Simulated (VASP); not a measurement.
```
CoTi
1.0
    2.94969     0.00000     0.00000
    0.00000     2.94969     0.00000
    0.00000     0.00000     2.94969
Ti Co
1 1
Cartesian
  0.00000   0.20000   0.00000
  1.47484   1.47484   1.47484
```

Calculation: r2SCAN meta-GGA, VASP's PBE PAW potentials (set 64) (plane waves; VASP). Run with 480 eV cut-off, 12×12×12 Γ-centred mesh, first-order Methfessel-Paxton smearing of 0.10 eV, potentials Ti_sv Co.

Task: Which forces act on the atoms, in eV/Å?

Result: 
| atom | Fx | Fy | Fz |
|---|---|---|---|
| Ti1 | 0.000 | -0.986 | 0.000 |
| Co2 | 0.000 | 0.986 | 0.000 |

Task: Give the stress tensor in GPa (positive for a compressed cell).

Result: 
```
3.63  0.00  0.00
0.00  1.19  0.00
0.00  0.00  3.63
```
The pressure is its mean diagonal, 2.82 GPa.

The compound is TiCo in the CsCl type structure. This cell was strained or had an atom moved on purpose. The run is not spin-polarised, so no magnetic state was tried. The electron count is odd and the run is not spin-polarised, which forces a metal.
